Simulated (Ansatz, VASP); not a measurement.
# One calculation of Ca3SiSe, two programs

```
Si Se Ca
1.0
     5.40312    0.00000    0.00000
     0.00000    5.40312    0.00000
     0.00000    0.00000    5.40312
Si Se Ca
1 1 3
Cartesian
  0.0000 0.0000 0.0000
  2.7016 2.7016 2.7016
  2.7016 2.7016 0.0000
  2.7016 0.0000 2.7016
  0.0000 2.7016 2.7016
```

The cell comes from a database or a generator and needn't be the stable form of this composition.

Alike in both runs: task single point; functional PBE; k mesh 4 × 4 × 4; occupations gaussian, width 0.05 eV; no spin polarisation.

```csv
,VASP,Ansatz
version,VASP 6.6.1,Ansatz 0.2.0
potentials or method,"VASP PAW PBE potentials, release 64 (Si, Se, Ca_sv)","scalar-relativistic, plane waves, PAW"
plane-wave cutoff (eV),520,420
valence electrons in the cell,40,50
```

VASP gave:

* gap on the k mesh at the Fermi level (eV): 0.06
* least direct gap on the mesh (eV): 0.06
* pressure (GPa): 0.1

Task: What did Ansatz give for the same quantities?

Result: gap on the k mesh at the Fermi level (eV): 0.06; least direct gap on the mesh (eV): 0.06; pressure (GPa): -0.1.

With one functional, cell and mesh, what is left measures potentials, basis and numerics. The two sets of potentials don't hold the same shells in valence.

A k mesh can miss the band edges. Expect the measured gap to be larger: semilocal functionals such as PBE lack the derivative discontinuity.
